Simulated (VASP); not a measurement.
VASP input:

INCAR:
```
SYSTEM = K
PREC = Accurate
ENCUT = 400
EDIFF = 1E-6
NELM = 100
ALGO = Normal
LREAL = .FALSE.
LASPH = .TRUE.
ISMEAR = 1
SIGMA = 0.1
GGA = PE
LWAVE = .FALSE.
LCHARG = .FALSE.
ISIF = 2
LSORBIT = .TRUE.
MAGMOM = 0 0 0
GGA_COMPAT = .FALSE.
```

**KPOINTS**
```
Automatic mesh
0
Gamma
7 7 7
0 0 0
```

File POSCAR:
```
K
1
   -2.6928000000     2.6928000000     2.6928000000
    2.6928000000    -2.6928000000     2.6928000000
    2.6928000000     2.6928000000    -2.6928000000
K
1
Direct
  0.0000000000   0.0000000000   0.0000000000
```

POTCAR, in this order: K_sv (PBE.64 set). Program: vasp_std.

Task: What happens when VASP runs on this input?

Result: There is a fault: LSORBIT needs the non-collinear program vasp_ncl. VASP stops with an error: ERROR: Noncollinear calculations require that VASP is compiled without the flag -DNGXhalf and-DNGZhalf. You probably tried to run a noncollinear calculation (LNONCOLLINEAR=T) with the executable vasp_std. Use vasp_ncl instead! ----> I REFUSE TO CONTINUE WITH THIS SICK JOB ... BYE!!! <----

File standard output:
```
 POSCAR found type information on POSCAR K
 POSCAR found :  1 types and       1 ions
 Reading from existing POTCAR

 -----------------------------------------------------------------------------
|                                                                             |
|     EEEEEEE  RRRRRR   RRRRRR   OOOOOOO  RRRRRR      ###     ###     ###     |
|     E        R     R  R     R  O     O  R     R     ###     ###     ###     |
|     E        R     R  R     R  O     O  R     R     ###     ###     ###     |
|     EEEEE    RRRRRR   RRRRRR   O     O  RRRRRR       #       #       #      |
|     E        R   R    R   R    O     O  R   R                               |
|     E        R    R   R    R   O     O  R    R      ###     ###     ###     |
|     EEEEEEE  R     R  R     R  OOOOOOO  R     R     ###     ###     ###     |
|                                                                             |
|     ERROR: Noncollinear calculations require that VASP is compiled          |
|     without the flag -DNGXhalf and-DNGZhalf.                                |
|     You probably tried to run a noncollinear calculation                    |
|     (LNONCOLLINEAR=T) with the executable vasp_std. Use vasp_ncl            |
|     instead!                                                                |
|                                                                             |
|       ---->  I REFUSE TO CONTINUE WITH THIS SICK JOB ... BYE!!! <----       |
|                                                                             |
 -----------------------------------------------------------------------------
```

To mend it, run vasp_ncl.

The mended run (PBE GGA with spin-orbit coupling, plane waves, VASP's PBE PAW potentials (set 64)) converges, and its OSZICAR ends with
```
   1 F= -.10496076E+01 E0= -.10494601E+01  d E =-.442413E-03  mag=     0.0000    -0.0000    -0.0000
```

The compound is K in the bcc structure. The cell was not relaxed at this level.
